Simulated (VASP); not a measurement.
Here is the system:

```xyz
2
Lattice="0.0000 3.0465 3.0465 3.0465 0.0000 3.0465 3.0465 3.0465 0.0000" Properties=species:S:1:pos:R:3 pbc="T T T"
Ge     0.0000     0.0000     0.0000
S      1.5233     1.5233     1.5233
```

Computed with PBE GGA, VASP's PBE PAW potentials (set 64) (plane waves; VASP 6.6.1). Run with 400 eV cut-off, Gaussian smearing of 0.050 eV, potentials Ge_d S.

Problem. Give the energies of bands 7 to 13 at the high-symmetry points, in eV from the valence-band maximum.

Solution. 
```json
[
 {"band": "7", "Γ": "-5.47", "X": "-8.64", "U": "-8.56", "L": "-8.21", "W": "-8.59"},
 {"band": "8", "Γ": "-2.62", "X": "-4.01", "U": "-4.57", "L": "-3.21", "W": "-4.40"},
 {"band": "9", "Γ": "-2.62", "X": "-4.01", "U": "-3.78", "L": "-3.21", "W": "-4.28"},
 {"band": "10", "Γ": "-2.62", "X": "-0.87", "U": "-0.62", "L": "-2.42", "W": "0.00"},
 {"band": "11", "Γ": "1.44", "X": "0.04", "U": "1.40", "L": "2.31", "W": "2.01"},
 {"band": "12", "Γ": "1.44", "X": "4.75", "U": "3.84", "L": "2.31", "W": "2.38"},
 {"band": "13", "Γ": "1.44", "X": "4.75", "U": "3.96", "L": "3.85", "W": "4.11"}
]
```

The gap is indirect, 0.04 eV, from the valence maximum at W to the conduction minimum at X.

The structure was generated: GeS was put into the zinc blende type (F-43m), which need not be its known phase. It was relaxed first, which changed the volume by +61 %.
